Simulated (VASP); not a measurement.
# Cd2TeO (P-6m2) in VASP: relaxation of cell and atoms with PBE

Aim: the relaxation of cell and atoms of Cd2TeO with PBE.

Everything below comes from runs of VASP 6.6.1. Logs are shortened: lines on timing, memory, paths and dates and some standing lists are left out, and cuts for length are marked.

## 1. The crystal as given

The structure is hexagonal, space group P-6m2 (No. 187). Conventional cell: a = 4.035 Å, b = 4.035 Å, c = 6.214 Å, α = 90.00°, β = 90.00°, γ = 120.00°. Cd (site symmetry 3m) is surrounded by 3 O at 2.75 Å and 3 Te at 2.86 Å and 1 Cd at 2.91 Å. Te (site symmetry -6m2) has 6 Cd at 2.86 Å as nearest neighbours. Around O (site symmetry -6m2) lie 6 Cd at 2.75 Å.

The cell was built by a generator and needn't be a form met in nature.

## 2. Relaxation of cell and atoms, PBE

File INCAR:

```
  PREC = Normal
  ENCUT = 520
  EDIFF = 1E-4
  ISMEAR = 0
  SIGMA = 0.15
  LREAL = F
  LASPH = T
  NELM = 60
  ALGO = Fast
  ISIF = 3
  LWAVE = F
  LCHARG = F
  GGA = PE
  IBRION = 2
  NSW = 24
  EDIFFG = -0.08
```

File KPOINTS:

```
Automatic mesh
0
Gamma
  4 4 3
```

File POSCAR:

```
Cd2TeO
1.0
    4.0346870900      0.0000000000      0.0000000000
   -2.0173435500      3.4941415200      0.0000000000
    0.0000000000      0.0000000000      6.2143965600
Cd Te O
2 1 1
Direct
    0.6666666700      0.3333333300      0.7339000100
    0.6666666700      0.3333333300      0.2660999900
    0.0000000000      0.0000000000      0.0000000000
    0.3333333300      0.6666666700      0.5000000000
```

Potentials or basis: VASP PAW PBE potentials, release 64 (Cd, Te, O).

Launch:

```bash
> cat potpaw_PBE.64/Cd/POTCAR potpaw_PBE.64/Te/POTCAR potpaw_PBE.64/O/POTCAR > POTCAR
> mpirun -np 1 vasp_std > vasp.out
```

OUTCAR:

```text
PREC = Normal
   ENCUT = 520
   EDIFF = 1E-4
   ISMEAR = 0
   LREAL = F
   LASPH = T
   NELM = 60
   ISIF = 3
   GGA = PE
   IBRION = 2
   NSW = 24
   EDIFFG = -0.08

 ion  position               nearest neighbor table
   1  0.667  0.333  0.734-   4 2.75   4 2.75   4 2.75   3 2.86   3 2.86   3 2.86   2 2.91   2 3.31

   2  0.667  0.333  0.266-   4 2.75   4 2.75   4 2.75   3 2.86   3 2.86   3 2.86   1 2.91   1 3.31

   3  0.000  0.000  0.000-   1 2.86   2 2.86   1 2.86   2 2.86   1 2.86   2 2.86
   4  0.333  0.667  0.500-   1 2.75   2 2.75   1 2.75   2 2.75   1 2.75   2 2.75

  LATTYP: Found a hexagonal cell.
 ALAT       =     4.0346870900
 C/A-ratio  =     1.5402425074

  Lattice vectors:

 A1 = (   4.0346870900,   0.0000000000,   0.0000000000)
 A2 = (  -2.0173435500,   3.4941415200,   0.0000000000)
 A3 = (   0.0000000000,   0.0000000000,   6.2143965600)

Analysis of symmetry for initial positions (statically):
=====================================================================
 Subroutine PRICEL returns:
 Original cell was already a primitive cell.

 Routine SETGRP: Setting up the symmetry group for a
 hexagonal supercell.

 Subroutine GETGRP returns: Found 12 space group operations
 (whereof 12 operations were pure point group operations)
 out of a pool of 24 trial point group operations.

The static configuration has the point symmetry D_3h.

Analysis of symmetry for dynamics (positions and initial velocities):
=====================================================================
 Subroutine PRICEL returns:
 Original cell was already a primitive cell.

 Routine SETGRP: Setting up the symmetry group for a
 hexagonal supercell.

 Subroutine GETGRP returns: Found 12 space group operations
 (whereof 12 operations were pure point group operations)
 out of a pool of 24 trial point group operations.

The dynamic configuration has the point symmetry D_3h.

 Subroutine INISYM returns: Found 12 space group operations
 (whereof 12 operations are pure point group operations),
 and found     1 'primitive' translations

----------------------------------------------------------------------------------------

                                     Primitive cell

  volume of cell :      87.6091

  direct lattice vectors                    reciprocal lattice vectors
     4.034687090  0.000000000  0.000000000     0.247850695  0.143096666  0.000000000
    -2.017343550  3.494141520  0.000000000     0.000000000  0.286193331  0.000000000
     0.000000000  0.000000000  6.214396560     0.000000000  0.000000000  0.160916670

  length of vectors
     4.034687090  4.034687096  6.214396560     0.286193331  0.286193331  0.160916670

  position of ions in fractional coordinates (direct lattice)
     0.666666670  0.333333330  0.733900010
     0.666666670  0.333333330  0.266099990
     0.000000000  0.000000000  0.000000000
     0.333333330  0.666666670  0.500000000

  ion indices of the primitive-cell ions
   primitive index   ion index
                 1           1
                 2           2
                 3           3
                 4           4

----------------------------------------------------------------------------------------

 KPOINTS: Automatic mesh

Automatic generation of k-mesh.
 Grid dimensions read from file:
 generate k-points for:    4    4    3

 Generating k-lattice:

  Cartesian coordinates                     Fractional coordinates (reciprocal lattice)
     0.061962674  0.035774166  0.000000000     0.250000000  0.000000000  0.000000000
     0.000000000  0.071548333  0.000000000     0.000000000  0.250000000  0.000000000
     0.000000000  0.000000000  0.053638890     0.000000000  0.000000000  0.333333333

  Length of vectors
     0.071548333  0.071548333  0.053638890

  Shift w.r.t. Gamma in fractional coordinates (k-lattice)
     0.000000000  0.000000000  0.000000000

 Subroutine IBZKPT returns following result:
 ===========================================

 Found      8 irreducible k-points:

 Following reciprocal coordinates:
            Coordinates               Weight
  0.000000  0.000000  0.000000      1.000000
  0.250000  0.000000  0.000000      6.000000
  0.500000  0.000000  0.000000      3.000000
  0.250000  0.250000  0.000000      6.000000
  0.000000  0.000000  0.333333      2.000000
  0.250000  0.000000  0.333333     12.000000
  0.500000  0.000000  0.333333      6.000000
  0.250000  0.250000  0.333333     12.000000
   k-points           NKPTS =      8   k-points in BZ     NKDIM =      8   number of bands    NBANDS=     22
   number of dos      NEDOS =    301   number of ions     NIONS =      4
   total plane-waves  NPLWV =  20736
   dimension x,y,z NGX =    24 NGY =   24 NGZ =   36
   dimension x,y,z NGXF=    48 NGYF=   48 NGZF=   72
   ions per type =               2   1   1
   NGX,Y,Z   is equivalent  to a cutoff of   9.89,  9.89,  9.63 a.u.
   NGXF,Y,Z  is equivalent  to a cutoff of  19.78, 19.78, 19.26 a.u.
 SYSTEM =  unknown system
   PREC   = normal    normal or accurate (medium, high low for compatibility)
   ISTART =      0    job   : 0-new  1-cont  2-samecut
   ICHARG =      2    charge: 1-file 2-atom 10-const
   ISPIN  =      1    spin polarized calculation?
   LNONCOLLINEAR =      F non collinear calculations
   LSORBIT =      F    spin-orbit coupling
   LASPH  =      T    aspherical Exc in radial PAW
   ENCUT  =  520.0 eV  38.22 Ry    6.18 a.u.   7.50  7.50 11.55*2*pi/ulx,y,z
   NELM   =     60;   NELMIN=  2; NELMDL= -5     # of ELM steps
   EDIFF  = 0.1E-03   stopping-criterion for ELM
   LREAL  =      F    real-space projection
   EDIFFG = -.8E-01   stopping-criterion for IOM
   NSW    =     24    number of steps for IOM
   IBRION =      2    ionic relax: 0-MD 1-quasi-New 2-CG
   NFREE  =      1    steps in history (QN), initial steepest desc. (CG)
   ISIF   =      3    stress and relaxation
   ISYM   =      2    0-nonsym 1-usesym 2-fastsym
   POTIM  = 0.5000    time-step for ionic-motion
   TEBEG  =    0.0;   TEEND  =   0.0 temperature during run
   PSTRESS=    0.0 pullay stress
   NELECT =      36.0000    total number of electrons
   NUPDOWN=      -1.0000    fix difference up-down
   EMIN   =  10.00;   EMAX   =-10.00  energy-range for DOS
   EFERMI =   0.00;   METHOD = LEGACY
   ISMEAR =     0;   SIGMA  =   0.15  broadening in eV -4-tet -1-fermi 0-gaus
   EFERMI_NEDOS =   21; number of points for ismear=-14 and -15
   IALGO  =     68    algorithm
   IMIX   =      4    mixing-type and parameters
     AMIX     =   0.40;   BMIX     =  1.00
     AMIX_MAG =   1.60;   BMIX_MAG =  1.00
  volume/ion in A,a.u.               =      21.90       147.80
  Fermi-wavevector in a.u.,A,eV,Ry     =   1.217099  2.299984 20.154717  1.481330
  Thomas-Fermi vector in A             =   2.352431
   LORBIT       =      0    0 simple, 1 ext, 2 COOP (PROOUT), +10 PAW based schemes
   GGA     = PE    functional components
   LHFCALC =     F    Hartree Fock is set to
   AEXX    =    0.0000 exact exchange contribution
   IVDW    =     0    specifies the selected vdW correction
   LEPSILON=     F    determine dielectric tensor
   LRPA    =     F    only Hartree local field effects (RPA)
 conjugate gradient relaxation of ions
 non-spin polarized calculation
 RMM-DIIS sequential band-by-band and
 Gauss-broadening in eV      SIGMA  =   0.15
  energy-cutoff  :      520.00
  volume of cell :       87.61
 maximum number of plane-waves:      2378
   NGX = 15   NGY = 15   NGZ = 23

--------------------------------------- Ionic step        1  -------------------------------------------

 number of electron      35.9999989 magnetization

 Free energy of the ion-electron system (eV)
  ---------------------------------------------------
  ext. energy  EPLUGINS =         0.00000000
  ---------------------------------------------------
  free energy    TOTEN  =       -10.28327964 eV

  energy without entropy =      -10.27663753  energy(sigma->0) =      -10.27995859

------------------------ aborting loop because EDIFF is reached ----------------------------------------

  FORCE on cell =-STRESS in cart. coord.  units (eV):
  Direction    XX          YY          ZZ          XY          YZ          ZX
  --------------------------------------------------------------------------------------
  -------------------------------------------------------------------------------------
  Total        0.0915229      0.0915229      1.7366993     -0.0000000     -0.0000000      0.0000000
  in kB        1.6737519      1.6737519     31.7603961     -0.0000000     -0.0000000      0.0000000
  external PRESSURE =      11.7026333 kB  Pullay stress =       0.0000000 kB
[... 61 lines left out ...]
  energy  without entropy=      -10.4362045381  energy(sigma->0) =      -10.44270164

--------------------------------------- Ionic step        3  -------------------------------------------

 number of electron      35.9999967 magnetization

 E-fermi :   3.0766     XC(G=0):  -9.8392

 val. band max:        2.6452487404   @ k =   0.2500   0.0000   0.0000
 cond. band min:       3.0781344164   @ k =   0.0000   0.0000   0.0000
 fundamental gap:      0.4328856760
 Fermi energy:         3.0766227882

 k-point     1 :       0.0000    0.0000    0.0000
  band No.  band energies     occupation
      1     -13.4871      2.00000
      2      -8.7123      2.00000
      3      -6.0819      2.00000
      4      -5.7542      2.00000
      5      -5.7542      2.00000
      6      -5.4828      2.00000
[... 220 lines left out ...]
  FREE ENERGIE OF THE ION-ELECTRON SYSTEM (eV)
  ---------------------------------------------------
  free  energy   TOTEN  =       -10.5007768003 eV

  energy  without entropy=      -10.4780779641  energy(sigma->0) =      -10.48942738

[... ionic steps 4 to 8 ...]

--------------------------------------- Ionic step        9  -------------------------------------------

 number of electron      36.0000034 magnetization

------------------------ aborting loop because EDIFF is reached ----------------------------------------

  FORCE on cell =-STRESS in cart. coord.  units (eV):
  Direction    XX          YY          ZZ          XY          YZ          ZX
  --------------------------------------------------------------------------------------
  -------------------------------------------------------------------------------------
  Total        0.2386307      0.2386307     -0.3759867     -0.0000000     -0.0000000      0.0000000
  in kB        4.6549632      4.6549632     -7.3343620     -0.0000000     -0.0000000      0.0000000
  external PRESSURE =       0.6585214 kB  Pullay stress =       0.0000000 kB
[... 61 lines left out ...]
  energy  without entropy=      -10.8403766210  energy(sigma->0) =      -10.85692071

--------------------------------------- Ionic step       11  -------------------------------------------

 number of electron      36.0000046 magnetization

 Free energy of the ion-electron system (eV)
  ---------------------------------------------------
  ext. energy  EPLUGINS =         0.00000000
  ---------------------------------------------------
  free energy    TOTEN  =       -10.88703652 eV

  energy without entropy =      -10.85565817  energy(sigma->0) =      -10.87134735

 E-fermi :   4.5558     XC(G=0): -10.4526

 val. band max:        4.5440966199   @ k =   0.2500   0.0000   0.3333
 cond. band min:       4.5795626277   @ k =   0.2500   0.0000   0.0000
 fundamental gap:      0.0354660078
 Fermi energy:         4.5558421894

 k-point     1 :       0.0000    0.0000    0.0000
  band No.  band energies     occupation
      1     -13.3622      2.00000
      2      -8.4061      2.00000
      3      -4.8532      2.00000
      4      -4.5810      2.00000
      5      -4.5810      2.00000
      6      -4.3610      2.00000
[... 220 lines left out ...]
  FREE ENERGIE OF THE ION-ELECTRON SYSTEM (eV)
  ---------------------------------------------------
  free  energy   TOTEN  =       -10.8870365179 eV

  energy  without entropy=      -10.8556581737  energy(sigma->0) =      -10.87134735

 reached required accuracy - stopping structural energy minimisation
```

It took 33 s on 1 thread of Intel Xeon 6975P-C (Granite Rapids), shared host; peak memory 0.16 GiB.

Results:

- Free energy: -10.8870 eV
- Relaxed volume: 20.55 Å³/atom
- Relaxed cell: a = 3.609 Å, b = 3.609 Å, c = 7.285 Å, α = 90.00°, β = 90.00°, γ = 120.00°
- Space group after relaxing (to 0.05 Å): P-6m2 (No. 187)
- Energy gained by relaxing: 150.9 meV/atom
- Ionic steps: 11
- Pressure after relaxing: 0.2 GPa
- Largest force after relaxing: 0.077 eV/Å
- Band gap on the k mesh: none (metal or under the smearing width)

Forces on the atoms (eV/Å):
```
Cd   0.000  0.000 -0.077
Cd   0.000  0.000  0.077
Te   0.000  0.000  0.000
O    0.000  0.000  0.000
```

The path:
```
step  energy change (eV)  largest force (eV/Å)  pressure (GPa)  volume (Å³)
   1              0.0000                1.4240            1.17        87.61
   2             -0.1659                0.6652           -1.31        89.64
   3             -0.2175                0.0986           -2.70        91.48
   4             -0.3799                0.0542           -1.19        87.61
   5             -0.3815                1.1804            7.81        76.49
   6             -0.4689                0.5292            2.35        82.28
   7             -0.5708                0.0187            0.79        82.31
   8             -0.5882                0.2174           -0.44        81.98
   9             -0.6020                0.1078            0.07        82.13
  10             -0.5902                0.0962            0.67        82.28
  11             -0.6038                0.0767            0.17        82.18
```

Final structure:
```
Cd Te O
1.0
     3.60932    0.00000    0.00000
    -1.80466    3.12576    0.00000
     0.00000    0.00000    7.28465
Cd Te O
2 1 1
Direct
  0.66667 0.33333 0.69116
  0.66667 0.33333 0.30884
  0.00000 0.00000 0.00000
  0.33333 0.66667 0.50000
```

Caveat: the k mesh is coarse (spacing up to 0.45 Å⁻¹), so the values aren't converged; the relaxation stopped at a loose force limit of 0.08 eV/Å, so its end isn't a converged minimum. Spin-orbit coupling is left out, which matters for the levels of Te.
